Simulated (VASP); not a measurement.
Level of theory: PBEsol GGA, VASP's PBE PAW potentials (set 64) (plane waves; VASP).

VASP ran on this input.

KPOINTS:
```
k-points along high-symmetry lines
12
Line-mode
Reciprocal
  0.000000   0.000000   0.000000 ! GAMMA
  0.000000   0.000000  -0.500000 ! T

  0.000000   0.000000  -0.500000 ! T
 -0.328125   0.328125  -0.500000 ! H_2

 -0.343750   0.328125  -0.187500 ! H_0
  0.000000   0.500000   0.500000 ! L

  0.000000   0.500000   0.500000 ! L
  0.000000   0.000000   0.000000 ! GAMMA

  0.000000   0.000000   0.000000 ! GAMMA
 -0.335938   0.335938   0.000000 ! S_0

 -0.335938   0.328125  -0.343750 ! S_2
 -0.500000   0.000000  -1.000000 ! F

 -0.500000   0.000000  -1.000000 ! F
  0.000000   0.000000   0.000000 ! GAMMA
```

POSCAR:
```
Al4PSb3
1
   -0.0000000000     2.9984087306     2.9984087306
    2.9984087306    -0.0000000000     2.9984087306
   11.9953775072    11.9953775072    -0.0017425848
Al Sb P
4 3 1
Direct
  0.0224426078   0.0224426078   0.9831680442
  0.0075213329   0.0075213329   0.2443590002
  0.9932697565   0.9932697565   0.5050476827
  0.9783271314   0.9783271314   0.7662546515
  0.2632483484   0.2632483484   0.0525637387
  0.2493449161   0.2493449161   0.3129913128
  0.2348607719   0.2348607719   0.5738544210
  0.2509851349   0.2509851349   0.8117611489
```

### INCAR
```
ENCUT=400   ! plane-wave cut-off (eV)
SYSTEM=Al4PSb3
PREC=Accurate
ALGO=Normal   ! blocked Davidson
GGA=PS   ! PBEsol
ISMEAR=0   ! Gaussian
LCHARG=.False.
EDIFF=1E-7   ! SCF stop (eV)
ICHARG=11
SIGMA=0.05   ! width (eV)
LMAXMIX=4   ! l cut-off of mixed one-centre charges
LREAL=.False.   ! projection in real space or not
LASPH=.True.
LORBIT=11   ! lm-projected
LWAVE=.False.
NELM=100   ! most electronic steps
```

POTCAR, in this order: Al Sb P (PBE.64 set). Program: vasp_std. Read from the step before: CHGCAR.

Task: What will the output report for the number of irreducible k-points (NKPTS), number of bands (NBANDS), largest plane-wave count, number of space-group operations, FFT grid (NGX, NGY, NGZ)?

Result: 
| Item | Value |
|---|---|
| number of irreducible k-points (NKPTS) | 84 |
| number of bands (NBANDS) | 21 |
| largest plane-wave count | 3939 |
| number of space-group operations | 6 |
| FFT grid (NGX, NGY, NGZ) | 28 × 28 × 112 |

The structure was generated: Al4PSb3 was put into an ordered model structure (R3m), which need not be its known phase. It was relaxed first.
